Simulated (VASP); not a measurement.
Calculation: PBE0 hybrid, VASP's PBE PAW potentials (set 64) (plane waves; VASP).

VASP input:

**KPOINTS**
```
Regular mesh
0
G
  6 6 6
```

**KPOINTS_OPT**
```
named points and PBE's band edges
8
Reciprocal
  0.000000   0.000000   0.000000 1 ! GAMMA
 -0.500000  -0.500000   0.000000 1 ! X
  0.000000   0.000000   0.500000 1 ! L
 -0.500000  -0.250000   0.250000 1 ! W
 -0.375000   0.000000   0.375000 1 ! K
 -0.375000  -0.375000   0.250000 1 ! U
 -0.026790   0.000000   0.026790 1 ! near an edge
 -0.035710  -0.035710   0.000000 1 ! near an edge
```

### INCAR
```
SYSTEM = CdTe
PREC = Accurate; ENCUT = 520; LREAL = F
LASPH = T; ISYM = 3
EDIFF = 1E-6; NELM = 60; ALGO = Normal
LMAXMIX = 4
ISMEAR = 0; SIGMA = 0.05
GGA = PE; LHFCALC = T; AEXX = 0.25
HFRCUT = -1; PRECFOCK = Fast
ISIF = 2
LWAVE = F; LCHARG = F
```

### POSCAR
```
CdTe
1
    0.0000000000     3.3124350059     3.3124350059
    3.3124350059     0.0000000000     3.3124350059
    3.3124350059     3.3124350059     0.0000000000
Cd Te
1 1
Direct
  0.0000000000   0.0000000000   0.0000000000
  0.2500000000   0.2500000000   0.2500000000
```

POTCAR, in this order: Cd Te (PBE.64 set). Program: vasp_std. Read from the step before: WAVECAR.

Output of the run:

### OSZICAR
```
       N       E                     dE             d eps       ncg     rms          rms(c)
DAV:   1    -0.654839402943E+01   -0.65484E+01   -0.11896E+00   416   0.920E+00    0.927E+00
DAV:   2    -0.656200779376E+01   -0.13614E-01   -0.54275E-02   481   0.274E+00    0.629E+00
DAV:   3    -0.656129140838E+01    0.71639E-03   -0.36995E-03   599   0.761E-01    0.387E+00
DAV:   4    -0.656090663901E+01    0.38477E-03   -0.40431E-04   451   0.223E-01    0.231E+00
DAV:   5    -0.656081003767E+01    0.96601E-04   -0.13788E-04   451   0.101E-01    0.139E+00
DAV:   6    -0.656079603290E+01    0.14005E-04   -0.40012E-05   461   0.518E-02    0.838E-01
DAV:   7    -0.656079358217E+01    0.24507E-05   -0.55519E-06   456   0.225E-02    0.506E-01
DAV:   8    -0.656079335960E+01    0.22257E-06   -0.12460E-06   318   0.118E-02
   1 F= -.65607934E+01 E0= -.65607934E+01  d E =-.419001E-15
       N       E                     dE             ncg
```

OUTCAR:
```
------------------------ aborting loop because EDIFF is reached ----------------------------------------
  FORCE on cell =-STRESS in cart. coord.  units (eV):
  Direction    XX          YY          ZZ          XY          YZ          ZX
  --------------------------------------------------------------------------------------
  Total       -0.5532972     -0.5532972     -0.5532972      0.0000000     -0.0000000      0.0000000
  in kB      -12.1954266    -12.1954266    -12.1954266      0.0000000     -0.0000000      0.0000000
  external PRESSURE =     -12.1954266 kB  Pullay stress =       0.0000000 kB
  volume of cell :       72.69
      direct lattice vectors                 reciprocal lattice vectors
     0.000000000  3.312435006  3.312435006    -0.150946358  0.150946358  0.150946358
     3.312435006  0.000000000  3.312435006     0.150946358 -0.150946358  0.150946358
     3.312435006  3.312435006  0.000000000     0.150946358  0.150946358 -0.150946358
  FREE ENERGIE OF THE ION-ELECTRON SYSTEM (eV)
  ---------------------------------------------------
  free  energy   TOTEN  =        -6.5607933596 eV

  energy  without entropy=       -6.5607933596  energy(sigma->0) =       -6.56079336

  exchange ACFDT corr.  =         0.00000000  see jH, gK, PRB 81, 115126
```
(Selected blocks of OUTCAR.)

### OUTCAR
```
 val. band max:        0.9437005190   @ k =   0.0000   0.0000   0.0000

 cond. band min:       2.8623563362   @ k =   0.0000   0.0000   0.0000


 Fermi energy:         1.2062069675

 k-point     1 :       0.0000    0.0000    0.0000
  band No.  band energies     occupation
      1     -10.9191      2.00000
      2      -8.5522      2.00000
      3      -8.5522      2.00000
      4      -8.5522      2.00000
      5      -8.3332      2.00000
      6      -8.3332      2.00000
      7       0.9437      2.00000
      8       0.9437      2.00000
      9       0.9437      2.00000
     10       2.8624      0.00000
     11       7.1135      0.00000
     12       7.1135      0.00000
     13       7.1135      0.00000

 k-point     2 :       0.1667    0.0000    0.0000
  band No.  band energies     occupation
      1     -10.8316      2.00000
      2      -8.5373      2.00000
      3      -8.5373      2.00000
      4      -8.4584      2.00000
      5      -8.3342      2.00000
      6      -8.3342      2.00000
      7      -0.7633      2.00000
      8       0.7251      2.00000
      9       0.7251      2.00000
     10       4.0043      0.00000
     11       7.1399      0.00000
     12       7.4493      0.00000
     13       7.4493      0.00000

 k-point     3 :       0.3333    0.0000    0.0000
  band No.  band energies     occupation
      1     -10.6669      2.00000
      2      -8.5110      2.00000
      3      -8.5110      2.00000
      4      -8.3317      2.00000
      5      -8.3317      2.00000
      6      -8.1701      2.00000
      7      -2.6840      2.00000
      8       0.3522      2.00000
      9       0.3522      2.00000
     10       4.2096      0.00000
     11       7.7282      0.00000
     12       7.7282      0.00000
     13       8.6261      0.00000

 k-point     4 :       0.5000    0.0000    0.0000
  band No.  band energies     occupation
      1     -10.5894      2.00000
      2      -8.5004      2.00000
      3      -8.5004      2.00000
...
```

Unless said otherwise, spin-orbit coupling is left out, though it shifts the bands of the heavy elements here.

The compound is CdTe in the zinc blende structure. It was relaxed first, which changed the volume by +7 %.
